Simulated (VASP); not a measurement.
Consider the following.

```
P
1.0
    1.65750    -5.56679     0.00000
    1.65750     5.56679     0.00000
    0.00000     0.00000     4.54375
P
4
Cartesian
  1.65750   4.50819   4.15199
  1.65750   1.05860   1.88011
  1.65750  -1.05860   2.66363
  1.65750  -4.50819   0.39176
```

These are PBE GGA, VASP's PBE PAW potentials (set 64) (plane waves; VASP) values and carry that method's errors. Numerical set-up: 520 eV cut-off, 6×6×5 Γ-centred mesh, Gaussian smearing of 0.050 eV, potentials P.

Without a dispersion term in the relaxation, distances and binding between the weakly bound layers, chains or molecules are unreliable, and so is what depends on them.

Q: Predict the energy per atom (σ→0), band gap (on the k-mesh) with the smallest direct gap where there is one.

A: 
| Item | Value |
|---|---|
| band gap (on the k-mesh) | 0.12 eV |
| smallest direct gap (on the k-mesh) | 0.12 eV |
| energy per atom (σ→0) | -5.374 eV/atom |

Only differences to runs with the same potentials and settings are physical.

The compound is P in the black structure. It was relaxed first, which changed the volume by +10 %.
